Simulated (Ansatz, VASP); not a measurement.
# Zn3P2O8 (Zn3P2O8 (C2/c)) in two plane-wave programs

Wanted: the spread between two codes on one cell, functional and k mesh. Of the first pair: The structure shown is the start of the Ansatz relaxation below; VASP solves that cell, so the two are compared at the walk's first step.

Main program and level: Ansatz 0.2.0; plane waves, with VASP 6.6.1 beside it; single point at PBEsol.

### 1. The starting structure

The structure is monoclinic, space group C2/c (No. 15). Conventional cell: a = 8.190 Å, b = 5.641 Å, c = 14.966 Å, α = 90.00°, β = 104.93°, γ = 90.00°. Nearest to Zn lie 4 O at 1.89 to 2.01 Å. Nearest to Zn lie 4 O at 1.90 to 1.99 Å. P has 4 O at 1.52 to 1.56 Å nearest. Nearest to O lie 1 P at 1.56 Å and 2 Zn at 1.97 to 1.99 Å. Nearest to O lie 1 P at 1.52 Å and 1 Zn at 1.90 Å. O has 1 P at 1.52 Å and 1 Zn at 1.89 Å nearest. Farther neighbours and most contacts between anions are not listed.

### 2. Ansatz: relaxation, PBEsol

Ansatz runs on its default PAW (the set named soft_2) files.

The two programs are compared at the cell with which this relaxation starts, whose forces are those of its first step.

input.yaml reads:

```yaml
crystal:
  lattice:
    - [4.0950256, -2.8205223, 0.0]
    - [4.0950256, 2.8205223, 0.0]
    - [-3.8570174, 0.0, 14.4602642]
  atoms:
    - { symbol: Zn, position: [0.17631198, 0.28744558, 0.93168354] }
    - { symbol: Zn, position: [0.25351802, 0.74648198, 0.75] }
    - { symbol: Zn, position: [0.28744558, 0.17631198, 0.43168354] }
    - { symbol: Zn, position: [0.71255442, 0.82368802, 0.56831646] }
    - { symbol: Zn, position: [0.74648198, 0.25351802, 0.25] }
    - { symbol: Zn, position: [0.82368802, 0.71255442, 0.06831646] }
    - { symbol: P, position: [0.08889367, 0.22989293, 0.62870316] }
    - { symbol: P, position: [0.91110633, 0.77010707, 0.37129684] }
    - { symbol: P, position: [0.77010707, 0.91110633, 0.87129684] }
    - { symbol: P, position: [0.22989293, 0.08889367, 0.12870316] }
    - { symbol: O, position: [0.96326818, 0.02250248, 0.14611872] }
    - { symbol: O, position: [0.36985004, 0.21225102, 0.22072324] }
    - { symbol: O, position: [0.42595865, 0.81254262, 0.07903534] }
    - { symbol: O, position: [0.02250248, 0.96326818, 0.64611872] }
    - { symbol: O, position: [0.03673182, 0.97749752, 0.85388128] }
    - { symbol: O, position: [0.21225102, 0.36985004, 0.72072324] }
    - { symbol: O, position: [0.97749752, 0.03673182, 0.35388128] }
    - { symbol: O, position: [0.57404135, 0.18745738, 0.92096466] }
    - { symbol: O, position: [0.78774898, 0.63014996, 0.27927676] }
    - { symbol: O, position: [0.32161338, 0.11044395, 0.56241642] }
    - { symbol: O, position: [0.18745738, 0.57404135, 0.42096466] }
    - { symbol: O, position: [0.67838662, 0.88955605, 0.43758358] }
    - { symbol: O, position: [0.11044395, 0.32161338, 0.06241642] }
    - { symbol: O, position: [0.81254262, 0.42595865, 0.57903534] }
    - { symbol: O, position: [0.88955605, 0.67838662, 0.93758358] }
    - { symbol: O, position: [0.63014996, 0.78774898, 0.77927676] }
basis:
  ecutwfc: 420
  xc_grid: 2
hamiltonian:
  xc: pbesol
kpoints:
  mp_grid: { grid: [6, 6, 2] }
scf:
  occupations: { method: fermi_dirac, width: 0.01 }
  max_iter: 150
output:
  forces: true
  stress: true
relax:
  f_tol: 0.01
  max_steps: 60
  cell: {}
checkpoint:
  write: "../pbesol.run"
  compress: false
  write_wavefunctions: false
  write_every: 100000
```

Run with:

```bash
> ansatz run input.yaml --threads 4 --pin off --max-ram 5652MiB --backend cpu --events-out ev --progress --plain --runs-dir out
```

Numbers of over 12 decimals in the logs are rounded to 6 here.

Log:

```text
Engine: ansatz 0.2.0, aarch64-unknown-linux-gnu
Pseudopotentials: kind: paw
Pseudopotential: Zn, paw, valence charge 12, recommended cutoff 420 eV (normal), Zn.paw.azcp
Pseudopotential: P, paw, valence charge 5, recommended cutoff 420 eV (normal), P.paw.azcp
Pseudopotential: O, paw, valence charge 6, recommended cutoff 420 eV (normal), O.paw.azcp
Functional definition: PBEsol
  exchange = pbesol_x
  correlation = pbesol_c
Crystal: 26 atoms, lattice volume = 334.035 Å³
Basis set: ecut = 420 eV, 6531 PW (Γ), exchange–correlation on 72×72×216 points (8 copies of the dense FFT grid, shifted against one another)
Bands: 120, of which v1, the nominal top of the filled ones, is band 94 counted from 1 (93 counted from 0)
Symmetry: 4 space group operations
Space group: C2/c (ITA 15), of the structure as read, at distance tolerance 6.9e-5 Å
k-points: 26 of 72
Non-local potential: Zn, projectors of the file, l = 0: 2, l = 1: 2, l = 2: 3, l = 3: 1
Non-local potential: P, projectors of the file, l = 0: 2, l = 1: 2, l = 2: 2
Non-local potential: O, projectors of the file, l = 0: 2, l = 1: 2, l = 2: 1
PAW form: soft (Blöchl's): semilocal exchange-correlation on the pseudo side does not see the compensation charge
PAW frozen core: Zn, regenerated for the run's functional, and the local potential with it (the file was generated under x = pbe(κ = 0.804, μ = 0.219515), c = pbe(β = 0.066725))
PAW frozen core: P, regenerated for the run's functional, and the local potential with it (the file was generated under x = pbe(κ = 0.804, μ = 0.219515), c = pbe(β = 0.066725))
PAW frozen core: O, regenerated for the run's functional, and the local potential with it (the file was generated under x = pbe(κ = 0.804, μ = 0.219515), c = pbe(β = 0.066725))
PAW one-centre angular grid: Zn, 590 points (default); XC on 64 Gauss nodes
PAW one-centre angular grid: P, 110 points (default); XC on 64 Gauss nodes
PAW one-centre angular grid: O, 110 points (default); XC on 64 Gauss nodes
Initial density: superposition of atomic densities (neutral atoms: chi_scale 0, normalization atom), corrected by the library's trained network
Initial wavefunctions: pseudopotential atomic-orbital guess
Functional: x = pbesol(κ = 0.804, μ = 0.123457), c = pbesol(β = 0.046)
SCF iter   1: F=—  HF=-31629.832017 eV  |F-HF|=—  |Δ(HF+E_count)|=         —  Δρ=1.28e-2  dr2=4.07e-1  ethr=1.77e-3  ⟨swp⟩=7.0  Hψ=15114  notcnv=0  defer=115
preconditioner: auto → Resta (q_TF=auto, 2.479 Å⁻¹)  ε∞=4.5  [insulator: Δε(μ)=3.441 eV  Ē_g=14.811 eV  σ=0.010 eV  W_gap=1.00  n_scr=78 (ndim 8)  ℏωp=27.9 eV  f_vac=0.146  D(μ)=0.00/eV (n_scr^D=0)  ε∞_Penn≈4.5]
SCF iter   2: F=—  HF=-31629.712707 eV  |F-HF|=—  |Δ(HF+E_count)|=   1.19e-1  Δρ=1.62e-3  dr2=5.10e-3  ethr=2.16e-4  ⟨swp⟩=2.8  Hψ=5784  notcnv=0  defer=538
SCF iter   3: F=—  HF=-31629.713846 eV  |F-HF|=—  |Δ(HF+E_count)|=   1.14e-3  Δρ=9.34e-4  dr2=2.30e-3  ethr=2.71e-6  ⟨swp⟩=3.0  Hψ=5079  notcnv=0  defer=538
SCF iter   4: F=—  HF=-31629.714845 eV  |F-HF|=—  |Δ(HF+E_count)|=   1.00e-3  Δρ=4.67e-4  dr2=4.26e-4  ethr=1.22e-6  ⟨swp⟩=2.0  Hψ=4608  notcnv=0  defer=538
SCF iter   5: F=—  HF=-31629.714669 eV  |F-HF|=—  |Δ(HF+E_count)|=   1.76e-4  Δρ=1.38e-4  dr2=6.16e-5  ethr=2.26e-7  ⟨swp⟩=2.0  Hψ=4610  notcnv=0  defer=538
SCF iter   6: F=—  HF=-31629.714677 eV  |F-HF|=—  |Δ(HF+E_count)|=   8.40e-6  Δρ=9.39e-5  dr2=2.32e-5  ethr=3.28e-8  ⟨swp⟩=2.5  Hψ=4788  notcnv=0  defer=538
SCF iter   7: F=—  HF=-31629.714679 eV  |F-HF|=—  |Δ(HF+E_count)|=   1.64e-6  Δρ=3.19e-5  dr2=2.86e-6  ethr=1.24e-8  ⟨swp⟩=2.3  Hψ=4762  notcnv=0  defer=538
SCF iter   8: F=—  HF=-31629.714681 eV  |F-HF|=—  |Δ(HF+E_count)|=   2.16e-6  Δρ=1.13e-5  dr2=4.35e-7  ethr=1.52e-9  ⟨swp⟩=2.8  Hψ=5120  notcnv=0  defer=538
SCF iter   9: F=-31629.714682 eV  HF=-31629.714682 eV  |F-HF|=2.35e-8  |Δ(HF+E_count)|=   3.69e-7  Δρ=4.43e-6  dr2=6.96e-8  ethr=5.32e-11  ⟨swp⟩=5.7  Hψ=11644  notcnv=0
SCF 1 converged in 9 iterations: F = -31629.714682 eV  dr2 = 6.96e-8
  greatest PAW one-centre occupation: 0.989 electrons in one spin orbital (limit 2), on the Zn atom at site 3 (counted from 0), in its partial waves of l = 2
relax step   1: F+E_penalty+E_count = -31629.71468167 eV  Δ(F+E_penalty+E_count) = +0.000e0 eV  max|allowed force component| = 5.609e-1 eV/Å  Δτ_max = 0.0000 Å  P = +1.783 GPa  Ω = 334.035 Å³  (9 SCF iters, dr2 threshold 1.00e-7 eV, accepted)
[...]
relax step  10: F+E_penalty+E_count = -31629.78124665 eV  Δ(F+E_penalty+E_count) = -2.939e-3 eV  max|allowed force component| = 2.928e-3 eV/Å  Δτ_max = 0.0049 Å  P = -0.004 GPa  Ω = 339.278 Å³  energy of the carried Pulay correction = -5.046e-3 eV  (7 SCF iters, dr2 threshold 8.66e-8 eV, accepted)
[...]
relax step  11: F+E_penalty+E_count = -31629.78655800 eV  Δ(F+E_penalty+E_count) = -5.311e-3 eV  max|allowed force component| = 2.950e-3 eV/Å  Δτ_max = 0.0000 Å  P = +0.008 GPa  Ω = 339.278 Å³  stress off target by 3.88e-2 GPa  SCF on the basis re-selected at this cell (its energy is not comparable with the rows above)  (6 SCF iters)
basis re-selected at this cell: Δ(F+E_penalty+E_count) = -5.311e-3 eV, ΔP = +0.012 GPa vs the last step (what re-selecting the basis moved, of the pressure what is left beyond the Pulay correction that the steps carried, after the strain that the cell walked since its last selection, with what the two solves' SCF thresholds leave and, on support functions, any second-order correction that the steps lacked; it is no m [...]
SCF converged after 6 iterations
Free energy (F): -31629.786558 eV
Harris-Foulkes:  -31629.786558 eV  (|F-HF|=1.67e-10)
Internal energy: -31629.786558 eV  (E = F + TS)
E sigma→0 (E₀):  -31629.786558 eV
Fermi energy:    5.537933 eV
--- Per-component energies (eV) ---
  E_band       = -455.817200
  E_kinetic    = 3922.606969
  E_local      = -19588.971900  (includes V_loc(G=0)·N_el)
  E_nonlocal   = 4630.735647
  E_hartree    = 7837.718192
  E_xc         = -2222.130838
  E_vxc        = -2051.769089  (∫ρ·V_xc dr)
  E_paw        = -15440.605395  (= ΣΔE_a)
  E_vpaw       = -3043.893571  (= ΣTr[D̂ρ^β])
  E_aug_tail   = 0.037769  (compensation charges beyond the density's cutoff)
  E_ewald      = -10774.710123
  E_core_change = 5.533120  (= ΣΔE_core)
  E_smearing   = -0.000000  (= −TS)
  E_closure    = -0.000000  (closes the sum)
  Σ components = -31629.786558   (vs F -31629.786558, Δ=0.00e0)
--- Forces (eV/Å), atoms counted from 1 ---
  atom   1  Zn     0.00101337     0.00078213    -0.00012048
  atom   2  Zn     0.00000000     0.00004017    -0.00000000
  atom   3  Zn     0.00101337    -0.00078213    -0.00012048
  atom   4  Zn    -0.00101337     0.00078213     0.00012048
  atom   5  Zn    -0.00000000    -0.00004017     0.00000000
  atom   6  Zn    -0.00101337    -0.00078213     0.00012048
  atom   7  P      0.00125810    -0.00098774    -0.00295045
  atom   8  P     -0.00125810     0.00098774     0.00295045
  atom   9  P     -0.00125810    -0.00098774     0.00295045
  atom  10  P      0.00125810     0.00098774    -0.00295045
  atom  11  O      0.00033368    -0.00008636     0.00028430
  atom  12  O      0.00033860    -0.00175138     0.00101623
  atom  13  O     -0.00113177     0.00003187     0.00163527
  atom  14  O      0.00033368     0.00008636     0.00028430
  atom  15  O     -0.00033368     0.00008636    -0.00028430
  atom  16  O      0.00033860     0.00175138     0.00101623
  atom  17  O     -0.00033368    -0.00008636    -0.00028430
  atom  18  O      0.00113177    -0.00003187    -0.00163527
  atom  19  O     -0.00033860    -0.00175138    -0.00101623
  atom  20  O     -0.00101610    -0.00246118    -0.00007588
  atom  21  O      0.00113177     0.00003187    -0.00163527
  atom  22  O      0.00101610     0.00246118     0.00007588
  atom  23  O     -0.00101610     0.00246118    -0.00007588
  atom  24  O     -0.00113177    -0.00003187     0.00163527
  atom  25  O      0.00101610    -0.00246118     0.00007588
  atom  26  O     -0.00033860     0.00175138    -0.00101623
  max |Σ_I F_I| component: 0.00e0 eV/Å
--- Stress (GPa, compression-positive) ---
       -0.000320       0.000000      -0.001134
        0.000000      -0.015046      -0.000000
       -0.001139      -0.000000       0.038771
  P = ⅓ Tr σ = 0.0078 GPa (0.078 kbar)
--- Relaxed structure (9 steps of the walk, 8 accepted, 2 SCFs on fresh bases) ---
  F+E_penalty+E_count = -31629.78655800 eV   max|allowed force component| = 2.950e-3 eV/Å   (the final SCF, on the basis selected at the relaxed cell)
  cell:  # Å, volume = 339.2784 Å³
    - [4.111740, -2.808720, -0.00236067]
    - [4.111740, 2.808720, -0.00236067]
    - [-3.881096, 5.53289887881456e-17, 14.691227]
  atoms:
    - { symbol: Zn, position: [0.172141, 0.277800, 0.932927] }
    - { symbol: Zn, position: [0.246687, 0.753313, 0.750000] }
    - { symbol: Zn, position: [0.277800, 0.172141, 0.432927] }
    - { symbol: Zn, position: [0.722200, 0.827859, 0.567073] }
    - { symbol: Zn, position: [0.753313, 0.246687, 0.250000] }
    - { symbol: Zn, position: [0.827859, 0.722200, 0.067073] }
    - { symbol: P, position: [0.092404, 0.234467, 0.628402] }
    - { symbol: P, position: [0.907596, 0.765533, 0.371598] }
    - { symbol: P, position: [0.765533, 0.907596, 0.871598] }
    - { symbol: P, position: [0.234467, 0.092404, 0.128402] }
    - { symbol: O, position: [0.969336, 0.022322, 0.146905] }
    - { symbol: O, position: [0.373046, 0.218810, 0.219193] }
    - { symbol: O, position: [0.432835, 0.814376, 0.078612] }
    - { symbol: O, position: [0.022322, 0.969336, 0.646905] }
    - { symbol: O, position: [0.030664, 0.977678, 0.853095] }
    - { symbol: O, position: [0.218810, 0.373046, 0.719193] }
    - { symbol: O, position: [0.977678, 0.030664, 0.353095] }
    - { symbol: O, position: [0.567165, 0.185624, 0.921388] }
    - { symbol: O, position: [0.781190, 0.626954, 0.280807] }
    - { symbol: O, position: [0.325406, 0.107496, 0.561728] }
    - { symbol: O, position: [0.185624, 0.567165, 0.421388] }
    - { symbol: O, position: [0.674594, 0.892504, 0.438272] }
    - { symbol: O, position: [0.107496, 0.325406, 0.061728] }
    - { symbol: O, position: [0.814376, 0.432835, 0.578612] }
    - { symbol: O, position: [0.892504, 0.674594, 0.938272] }
    - { symbol: O, position: [0.626954, 0.781190, 0.780807] }
```

Reading the cycles: dr2 is the Hartree energy of the density residual (eV), the measure of convergence; HF is the Harris–Foulkes estimate of the energy, which meets the free energy F at convergence.

(Part 1 of 3 ends here.)

[Lines on the potential files, build, host, timing and source positions are cut from VASP's logs without a mark.]

[Logs are printed without paths, hosts, clocks, repeated set-up lines and the standing remarks that a program may print on its own settings, such as how far it seeks lower states.]

[Hosts, paths, dates, database ids (printed as entryN), source tags and the programs' standing remarks are cut or masked in the printed files.]
